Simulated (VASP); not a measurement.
VASP input:

### POSCAR
```
Pt
1
    0.0000000000     1.9297780000     1.9297780000
    1.9297780000     0.0000000000     1.9297780000
    1.9297780000     1.9297780000     0.0000000000
Pt
1
Direct
  0.0000000000   0.0000000000   0.0000000000
```

File KPOINTS:
```
kpoints
0
G
10 10 10
```

INCAR:
```
ALGO  =  Normal
EDIFF  =  1E-6
ENCUT  =  300
GGA  =  PE
ISIF  =  2
ISMEAR  =  1
LASPH  =  .TRUE.
LCHARG  =  .FALSE.
LMAXMIX  =  6
LREAL  =  .FALSE.
LWAVE  =  .FALSE.
NELM  =  100
PREC  =  Accurate
SIGMA  =  0.01
SYSTEM  =  Pt
```

POTCAR, in this order: Pt (PBE.64 set). Program: vasp_std.

Problem. Translate this PBE calculation to Quantum ESPRESSO's pw.x.

Solution. One equivalent input (not run):
```
&CONTROL
  calculation = 'scf'
  pseudo_dir = './pseudo'
  outdir = './out'
  tprnfor = .true.
  tstress = .true.
/
&SYSTEM
  ibrav = 0
  nat = 1
  ntyp = 1
  ecutwfc = 84
  occupations = 'smearing'
  smearing = 'methfessel-paxton'
  degauss = 0.000735
  input_dft = 'pbe'
/
&ELECTRONS
  conv_thr = 7.3e-08
  electron_maxstep = 100
/
ATOMIC_SPECIES
  Pt 195.084 Pt.upf
CELL_PARAMETERS angstrom
     0.0000000    1.9297780    1.9297780
     1.9297780    0.0000000    1.9297780
     1.9297780    1.9297780    0.0000000
ATOMIC_POSITIONS crystal
  Pt   0.0000000  0.0000000  0.0000000
K_POINTS automatic
  10 10 10 0 0 0
```
The two are equivalent in intent, not identical: the potentials are each code's own (VASP's PAW set, PseudoDojo norm-conserving files in pw.x), so ENCUT and ecutwfc are chosen apart and not converted; conv_thr bounds pw.x's estimated SCF error, while EDIFF bounds the energy change between steps.

The structure comes from a computed database's Pt entry; how it stands against other phases isn't given here. The cell was not relaxed at this level. The run is one of a series of settings (SIGMA = 0.01 against the base run), some of them coarse on purpose.
